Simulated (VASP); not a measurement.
Data:

```xyz
2
Lattice="0.0000 2.5631 2.5631 2.5631 0.0000 2.5631 2.5631 2.5631 0.0000" Properties=species:S:1:pos:R:3 pbc="T T T"
B      0.0000     0.0000     0.0000
Bi     2.5631     2.5631     2.5631
```

Calculation: PBEsol GGA, VASP's PBE PAW potentials (set 64) (plane waves; VASP 6.6.1). Numerical set-up: 620 eV cut-off, 12×12×12 Γ-centred mesh, first-order Methfessel-Paxton smearing of 0.10 eV, potentials B Bi_d.

Energy and stress use the plane-wave basis of the starting cell.

Problem. The ions, cell shape and volume at an external pressure of 10.0 GPa are relaxed. Which structure does the run end with?

Solution. 
```xyz
2
Lattice="0.0000 2.5288 2.5288 2.5288 0.0000 2.5288 2.5288 2.5288 0.0000" Properties=species:S:1:pos:R:3 pbc="T T T"
B      0.0000     0.0000     0.0000
Bi     2.5288     2.5288     2.5288
```
Space group Fm-3m (225), at a tolerance of 0.03 Å.

Problem. How do energy and volume change from the first to the last step?

Solution. The energy (σ→0) changes by +30.9 meV/atom and the volume by -4.0 %, in 3 ionic steps.

```
step  E(σ→0) (eV)  max force (eV/Å)  pressure (GPa)  volume (Å³)
----  -----------  ----------------  --------------  -----------
1         -9.0197             0.000            4.97        33.68
2         -8.8653             0.000           15.32        31.16
3         -8.9580             0.000            9.98        32.34
```

The structure was generated: BBi was put into the rock salt type (Fm-3m), which need not be its known phase. This run relaxes it under an external pressure of 10 GPa. Symmetry was kept, so distortions that lower it aren't found.
